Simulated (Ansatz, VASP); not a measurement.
# Cross-check of Si15H4O28 between VASP and Ansatz

Aim: how closely do two programs agree when they are given the same cell, functional and k mesh? The structure shown is the start of the Ansatz relaxation below; VASP solves that cell, so the two are compared at the walk's first step.

Method: plane waves, with VASP 6.6.1 beside it; single point at PBE with D3(BJ), in Ansatz 0.2.0.

## (1) Starting point

The cell holds 47 atoms: 15 Si, 4 H and 28 O. Cell: a = 8.545 Å, b = 8.545 Å, c = 8.545 Å, α = 90.0°, β = 90.0°, γ = 90.0°.

## (2) Ansatz: relaxation, PBE with D3(BJ)

Ansatz runs on its PAW soft_1 files.

The two programs are compared at the cell with which this relaxation starts, whose forces are those of its first step.

The input, input.yaml:

```yaml
crystal:
  lattice:
    - [8.5452367579, 0.0, 0.0]
    - [0.0, 8.5452367579, 0.0]
    - [0.0, 0.0, 8.5452367579]
  atoms:
    - { symbol: Si, position: [0.940812, 0.379088, 0.466035] }
    - { symbol: Si, position: [0.678972, 0.398411, 0.985289] }
    - { symbol: Si, position: [0.417734, 0.471618, 0.460958] }
    - { symbol: Si, position: [0.252992, 0.666187, 0.681598] }
    - { symbol: Si, position: [0.437405, 0.991258, 0.57323] }
    - { symbol: Si, position: [0.11914, 0.141164, 0.648969] }
    - { symbol: Si, position: [0.999821, 0.536244, 0.145972] }
    - { symbol: Si, position: [0.934017, 0.820686, 0.572411] }
    - { symbol: Si, position: [0.007686, 0.87724, 0.22927] }
    - { symbol: Si, position: [0.137316, 0.10633, 0.994151] }
    - { symbol: Si, position: [0.686348, 0.030276, 0.943456] }
    - { symbol: Si, position: [0.374761, 0.808638, 0.288285] }
    - { symbol: Si, position: [0.374967, 0.835953, 0.934291] }
    - { symbol: Si, position: [0.713632, 0.558499, 0.668869] }
    - { symbol: Si, position: [0.339305, 0.360492, 0.150462] }
    - { symbol: H, position: [0.592325, 0.059847, 0.609177] }
    - { symbol: H, position: [0.714507, 0.996475, 0.110971] }
    - { symbol: H, position: [0.814095, 0.280321, 0.401346] }
    - { symbol: H, position: [0.820324, 0.944149, 0.875418] }
    - { symbol: O, position: [0.065945, 0.263484, 0.52271] }
    - { symbol: O, position: [0.978302, 0.496675, 0.33187] }
    - { symbol: O, position: [0.371065, 0.34206, 0.338573] }
    - { symbol: O, position: [0.017187, 0.986167, 0.61415] }
    - { symbol: O, position: [0.576323, 0.499815, 0.55368] }
    - { symbol: O, position: [0.850478, 0.443384, 0.067669] }
    - { symbol: O, position: [0.774546, 0.73675, 0.635084] }
    - { symbol: O, position: [0.398204, 0.635322, 0.35464] }
    - { symbol: O, position: [0.671003, 0.521997, 0.844443] }
    - { symbol: O, position: [0.22295, 0.947001, 0.925181] }
    - { symbol: O, position: [0.077262, 0.704346, 0.6274] }
    - { symbol: O, position: [0.274562, 0.201637, 0.076982] }
    - { symbol: O, position: [0.295994, 0.505895, 0.599737] }
    - { symbol: O, position: [0.023526, 0.041763, 0.129697] }
    - { symbol: O, position: [0.695329, 0.213402, 0.933717] }
    - { symbol: O, position: [0.315954, 0.670323, 0.86127] }
    - { symbol: O, position: [0.419326, 0.812416, 0.110959] }
    - { symbol: O, position: [0.088387, 0.189732, 0.831889] }
    - { symbol: O, position: [0.304939, 0.111785, 0.619025] }
    - { symbol: O, position: [0.189487, 0.85276, 0.290584] }
    - { symbol: O, position: [0.452543, 0.941025, 0.396402] }
    - { symbol: O, position: [0.529753, 0.94753, 0.883938] }
    - { symbol: O, position: [0.912077, 0.84126, 0.384867] }
    - { symbol: O, position: [0.983176, 0.722514, 0.119507] }
    - { symbol: O, position: [0.363731, 0.821455, 0.637411] }
    - { symbol: O, position: [0.512128, 0.403331, 0.079043] }
    - { symbol: O, position: [0.181443, 0.472598, 0.124813] }
    - { symbol: O, position: [0.856084, 0.454087, 0.608336] }
  symmetry: { detect: false }
kpoints:
  mp_grid: { grid: [2, 2, 2] }
scf:
  occupations: { method: fermi_dirac, width: 0.05 }
hamiltonian:
  xc: pbe
  dispersion: d3bj
  pseudopotentials: { kind: paw, azcp: { folder: soft_1 } }
output:
  forces: true
  stress: true
relax:
  f_tol: 0.04
  max_steps: 150
  escape_saddle: false
  cell: { stress_tol: 0.4, fix: [] }
```

Launch:

```console
> ansatz run input.yaml --threads 4 --pin off --max-ram 16384MiB --backend cpu --events-out ev --progress --plain --runs-dir out
```

Numbers of over 12 decimals in the logs are rounded to 6 here.

The log of the run:

```text
Engine: ansatz 0.2.0, aarch64-unknown-linux-gnu
Pseudopotentials: kind: paw
Pseudopotential: Si, paw, valence charge 4, recommended cutoff 420 eV (normal), soft_1/Si.paw.azcp
Pseudopotential: H, paw, valence charge 1, recommended cutoff 420 eV (normal), soft_1/H.paw.azcp
Pseudopotential: O, paw, valence charge 6, recommended cutoff 420 eV (normal), soft_1/O.paw.azcp
Functional definition: PBE
  parameter kappa = 0.804
  parameter beta = 0.066725
  exchange = pbe_x(kappa = kappa, mu = beta*pi^2/3)
  correlation = pbe_c(beta = beta)
Crystal: 47 atoms, lattice volume = 623.982 Å³
Basis set: ecut = 420 eV, 12149 PW (Γ), exchange–correlation on 120×120×120 points (8 copies of the dense FFT grid, shifted against one another)
Bands: 163, of which v1, the nominal top of the filled ones, is band 116 counted from 1 (115 counted from 0)
Symmetry: 1 space group operations
k-points: 8
Non-local potential: Si, projectors of the file, l = 0: 2, l = 1: 2, l = 2: 1
Non-local potential: H, projectors of the file, l = 0: 2, l = 1: 1
Non-local potential: O, projectors of the file, l = 0: 2, l = 1: 2, l = 2: 1
PAW form: soft (Blöchl's): semilocal exchange-correlation on the pseudo side does not see the compensation charge
PAW one-centre angular grid: Si, 110 points (default); XC on 64 Gauss nodes
PAW one-centre angular grid: H, 110 points (default); XC on 64 Gauss nodes
PAW one-centre angular grid: O, 110 points (default); XC on 64 Gauss nodes
Initial density: superposition of atomic densities (chi_scale 0.1, normalization cell, long waves kept (reshape's long-wave potential 0.45 eV rms))
Initial wavefunctions: pseudopotential atomic-orbital guess
Functional: x = pbe(κ = 0.804, μ = 0.219515), c = pbe(β = 0.066725)
SCF iter   1: F=—  HF=-25561.108807 eV  |F-HF|=—  |Δ(HF+E_count)|=         —  Δρ=1.27e-1  dr2=9.14e1  ethr=3.10e-3  ⟨swp⟩=6.0  Hψ=5908  notcnv=0  defer=159
preconditioner: auto → Resta (q_TF=auto, 2.314 Å⁻¹)  ε∞=2.7  [insulator: Δε(μ)=6.762 eV  Ē_g=17.449 eV  σ=0.050 eV  W_gap=1.00  n_scr=122 (ndim 8)  ℏωp=22.6 eV  f_vac=0.088  D(μ)=0.00/eV (n_scr^D=0)  ε∞_Penn≈2.7]
SCF iter   2: F=—  HF=-25535.732975 eV  |F-HF|=—  |Δ(HF+E_count)|=    2.54e1  Δρ=4.40e-2  dr2=7.14e0  ethr=3.10e-3  ⟨swp⟩=3.0  Hψ=3170  notcnv=0  defer=334
SCF iter   3: F=—  HF=-25534.432944 eV  |F-HF|=—  |Δ(HF+E_count)|=    1.30e0  Δρ=2.01e-2  dr2=1.96e0  ethr=3.08e-3  ⟨swp⟩=3.1  Hψ=1147  notcnv=0  defer=334
SCF iter   4: F=—  HF=-25534.253155 eV  |F-HF|=—  |Δ(HF+E_count)|=   1.80e-1  Δρ=3.65e-3  dr2=6.90e-2  ethr=8.45e-4  ⟨swp⟩=3.5  Hψ=2074  notcnv=0  defer=323
SCF iter   5: F=—  HF=-25534.271280 eV  |F-HF|=—  |Δ(HF+E_count)|=   1.81e-2  Δρ=2.21e-3  dr2=2.38e-2  ethr=2.98e-5  ⟨swp⟩=2.0  Hψ=1942  notcnv=0  defer=323
SCF iter   6: F=—  HF=-25534.273722 eV  |F-HF|=—  |Δ(HF+E_count)|=   2.44e-3  Δρ=7.81e-4  dr2=3.47e-3  ethr=1.03e-5  ⟨swp⟩=2.0  Hψ=1761  notcnv=0  defer=323
SCF iter   7: F=—  HF=-25534.274796 eV  |F-HF|=—  |Δ(HF+E_count)|=   1.07e-3  Δρ=2.76e-4  dr2=4.64e-4  ethr=1.49e-6  ⟨swp⟩=2.0  Hψ=1647  notcnv=0  defer=323
SCF iter   8: F=—  HF=-25534.274882 eV  |F-HF|=—  |Δ(HF+E_count)|=   8.52e-5  Δρ=1.00e-4  dr2=6.10e-5  ethr=2.00e-7  ⟨swp⟩=2.0  Hψ=1783  notcnv=0  defer=323
SCF iter   9: F=—  HF=-25534.274656 eV  |F-HF|=—  |Δ(HF+E_count)|=   2.26e-4  Δρ=1.85e-5  dr2=2.02e-6  ethr=2.63e-8  ⟨swp⟩=2.0  Hψ=2140  notcnv=0  defer=323
SCF iter  10: F=—  HF=-25534.274657 eV  |F-HF|=—  |Δ(HF+E_count)|=   6.92e-7  Δρ=1.17e-5  dr2=6.55e-7  ethr=8.69e-10  ⟨swp⟩=2.0  Hψ=1909  notcnv=0  defer=323
SCF iter  11: F=-25534.274657 eV  HF=-25534.274657 eV  |F-HF|=8.11e-9  |Δ(HF+E_count)|=   2.05e-8  Δρ=3.97e-6  dr2=8.00e-8  ethr=4.31e-11  ⟨swp⟩=3.2  Hψ=5054  notcnv=0
SCF 1 converged in 11 iterations: F = -25534.274657 eV  dr2 = 8.00e-8
  greatest PAW one-centre occupation: 0.868 electrons in one spin orbital (limit 2), on the O atom at site 19 (counted from 0), in its partial waves of l = 0
relax step   1: F+E_penalty+E_count = -25534.27465669 eV  Δ(F+E_penalty+E_count) = +0.000e0 eV  max|allowed force component| = 4.129e0 eV/Å  Δτ_max = 0.0000 Å  P = +4.403 GPa  Ω = 623.982 Å³  (11 SCF iters, dr2 threshold 1.00e-7 eV, accepted)
Crystal: 47 atoms, lattice volume = 631.549 Å³
Basis set: ecut = 420 eV, 12361 PW (Γ), exchange–correlation on 120×120×120 points (8 copies of the dense FFT grid, shifted against one another)
Initial density: handed on by an earlier stage of this run
Initial wavefunctions: those handed on with the density
iter 1 solved again at ethr=2.41e-4 eV; its pass at ethr=3.10e-3 eV (dr2=5.58e-1 eV) is discarded
SCF iter   1: F=—  HF=-25536.354230 eV  |F-HF|=—  |Δ(HF+E_count)|=         —  Δρ=1.08e-2  dr2=5.57e-1  ethr=2.41e-4  ⟨swp⟩=5.1  Hψ=7644  notcnv=0
[...]
SCF 26 converged in 4 iterations: F = -25539.713363 eV  dr2 = 4.38e-9
relax step  26: F+E_penalty+E_count = -25539.71336332 eV  Δ(F+E_penalty+E_count) = -1.791e-2 eV  max|allowed force component| = 2.272e-2 eV/Å  Δτ_max = 0.0000 Å  P = +0.020 GPa  Ω = 641.357 Å³  stress off target by 1.02e-1 GPa  SCF on the basis re-selected at this cell (its energy is not comparable with the rows above)  (4 SCF iters)
[...]
Internal energy: -25539.713363 eV  (E = F + TS)
E sigma→0 (E₀):  -25539.713363 eV
Fermi energy:    4.372667 eV
--- Per-component energies (eV) ---
  E_band       = -1249.606855
  E_kinetic    = 5528.183414
  E_local      = -16702.679467  (includes V_loc(G=0)·N_el)
  E_nonlocal   = 1795.288632
  E_hartree    = 6375.886265
  E_xc         = -2904.609022
  E_vxc        = -3343.716890  (∫ρ·V_xc dr)
  E_paw        = -12262.147205  (= ΣΔE_a)
  E_vpaw       = -1278.474353  (= ΣTr[D̂ρ^β])
  E_aug_tail   = 0.019095  (compensation charges beyond the density's cutoff)
  E_ewald      = -7363.931873
  E_disp       = -5.723201  (pairwise vdW)
  E_smearing   = -0.000000  (= −TS)
  E_closure    = -0.000000  (closes the sum)
  Σ components = -25539.713363   (vs F -25539.713363, Δ=0.00e0)
--- Forces (eV/Å), atoms counted from 1 ---
  atom   1  Si     0.00317476     0.01865527     0.01880248
  atom   2  Si     0.00789632     0.01491416    -0.00620397
  atom   3  Si     0.00868052     0.00317361     0.00190186
  atom   4  Si     0.00639960    -0.00957738     0.01100735
  atom   5  Si    -0.00909518    -0.00487102    -0.02271647
  atom   6  Si    -0.00209106    -0.00332617    -0.01003821
  atom   7  Si    -0.01699564     0.01379310    -0.01964346
  atom   8  Si    -0.01037877    -0.00266500    -0.00197903
  atom   9  Si    -0.01437734     0.00223742    -0.01436489
  atom  10  Si    -0.00143310    -0.01871286     0.02074101
  atom  11  Si    -0.00132563     0.00826021    -0.00038467
  atom  12  Si     0.02260318     0.00945684    -0.01317006
  atom  13  Si     0.00025661    -0.00937013     0.01231930
  atom  14  Si    -0.00191292    -0.00103862     0.01206552
  atom  15  Si     0.00775271    -0.00033749    -0.00316287
  atom  16  H      0.00351795    -0.00118048     0.01399411
  atom  17  H      0.00028621    -0.00124204    -0.00963716
  atom  18  H      0.00610332     0.00187840    -0.00767249
  atom  19  H      0.00074819    -0.00349473     0.01069438
  atom  20  O     -0.00634872    -0.00693716     0.00259219
  atom  21  O      0.00037423    -0.00905653    -0.00117989
  atom  22  O     -0.00203262     0.00017961     0.00257765
  atom  23  O      0.00323853     0.00835496     0.00192681
  atom  24  O     -0.00258230    -0.00572283    -0.00225640
[...]
atom  40  O     -0.00413815     0.00556514     0.00972580
  atom  41  O      0.00159278     0.00434498    -0.00867747
  atom  42  O      0.00393050     0.00086775     0.00715494
  atom  43  O      0.00524761    -0.00492845     0.00623679
  atom  44  O      0.00252857     0.00007614     0.00095270
  atom  45  O     -0.00320317    -0.00303796     0.00243442
  atom  46  O     -0.00278872    -0.00231430     0.00052842
  atom  47  O      0.00132465    -0.01092936    -0.01054749
  max |Σ_I F_I| component: 2.54e-5 eV/Å
--- Stress (GPa, compression-positive) ---
       -0.000878      -0.053046      -0.011610
       -0.053046       0.074332      -0.010545
       -0.011612      -0.010537      -0.014380
  P = ⅓ Tr σ = 0.0197 GPa (0.197 kbar)
--- Relaxed structure (24 steps of the walk, 24 accepted, 2 SCFs on fresh bases) ---
  F+E_penalty+E_count = -25539.71336332 eV   max|allowed force component| = 2.272e-2 eV/Å   (the final SCF, on the basis selected at the relaxed cell)
  cell:  # Å, volume = 641.3574 Å³
    - [8.154521, -0.715506, -0.149232]
    - [-0.715506, 9.253437, 0.076240]
    - [-0.149232, 0.076240, 8.560827]
  atoms:
    - { symbol: Si, position: [0.906337, 0.340178, 0.509859] }
    - { symbol: Si, position: [0.609900, 0.396043, 0.983054] }
    - { symbol: Si, position: [0.412221, 0.524366, 0.463898] }
    - { symbol: Si, position: [0.277552, 0.712476, 0.686926] }
    - { symbol: Si, position: [0.427735, 1.010822, 0.534087] }
    - { symbol: Si, position: [0.097723, 0.109243, 0.657191] }
    - { symbol: Si, position: [0.946237, 0.479801, 0.173931] }
    - { symbol: Si, position: [0.942066, 0.807280, 0.574280] }
    - { symbol: Si, position: [0.043602, 0.796401, 0.218262] }
    - { symbol: Si, position: [0.178372, 0.056364, 1.015120] }
    - { symbol: Si, position: [0.710048, 0.115722, 0.893946] }
    - { symbol: Si, position: [0.430473, 0.808622, 0.279414] }
    - { symbol: Si, position: [0.455897, 0.858907, 0.950691] }
    - { symbol: Si, position: [0.713993, 0.534133, 0.671052] }
    - { symbol: Si, position: [0.275683, 0.364370, 0.158283] }
    - { symbol: H, position: [0.571558, 0.110599, 0.595610] }
    - { symbol: H, position: [0.807491, 1.113013, 0.042983] }
    - { symbol: H, position: [0.764107, 0.230882, 0.458605] }
    - { symbol: H, position: [0.811152, 1.162254, 0.758313] }
    - { symbol: O, position: [0.056744, 0.259750, 0.578701] }
    - { symbol: O, position: [0.961172, 0.449632, 0.361847] }
    - { symbol: O, position: [0.318139, 0.403927, 0.341991] }
    - { symbol: O, position: [-0.056124, 0.975281, 0.625743] }
    - { symbol: O, position: [0.563548, 0.459001, 0.553048] }
    - { symbol: O, position: [0.768158, 0.395489, 0.106032] }
    - { symbol: O, position: [0.769768, 0.705543, 0.622283] }
    - { symbol: O, position: [0.493461, 0.675622, 0.377422] }
    - { symbol: O, position: [0.656026, 0.523878, 0.850903] }
    - { symbol: O, position: [0.329842, 0.972690, 0.979135] }
    - { symbol: O, position: [0.088541, 0.743184, 0.674602] }
    - { symbol: O, position: [0.233767, 0.187849, 0.138693] }
    - { symbol: O, position: [0.286433, 0.561391, 0.596775] }
    - { symbol: O, position: [0.037805, -0.062140, 0.102475] }
    - { symbol: O, position: [0.578351, 0.233166, 0.906944] }
    - { symbol: O, position: [0.352102, 0.712746, 0.866708] }
    - { symbol: O, position: [0.529676, 0.811496, 0.118500] }
    - { symbol: O, position: [0.120673, 0.123085, 0.847884] }
    - { symbol: O, position: [0.261541, 0.079725, 0.567580] }
    - { symbol: O, position: [0.231165, 0.763570, 0.250711] }
    - { symbol: O, position: [0.464245, 0.974439, 0.351847] }
    - { symbol: O, position: [0.610194, 0.950000, 0.857374] }
    - { symbol: O, position: [0.962883, 0.813938, 0.385941] }
    - { symbol: O, position: [0.942487, 0.651689, 0.133997] }
    - { symbol: O, position: [0.399631, 0.847002, 0.608792] }
    - { symbol: O, position: [0.441141, 0.427446, 0.061657] }
    - { symbol: O, position: [0.110088, 0.430960, 0.097617] }
    - { symbol: O, position: [0.864257, 0.441557, 0.653028] }
[key lines of the parts left out:]
SCF converged after 4 iterations
Free energy (F): -25539.713363 eV
```

(Continued in part 2 of 2.)

[Lines on the potential files, build, host, timing and source positions are cut from VASP's logs without a mark.]

[Logs are printed without paths, hosts, clocks, repeated set-up lines and the standing remarks that a program may print on its own settings, such as how far it seeks lower states.]

[Hosts, paths, dates, database ids (printed as entryN), source tags and the programs' standing remarks are cut or masked in the printed files.]
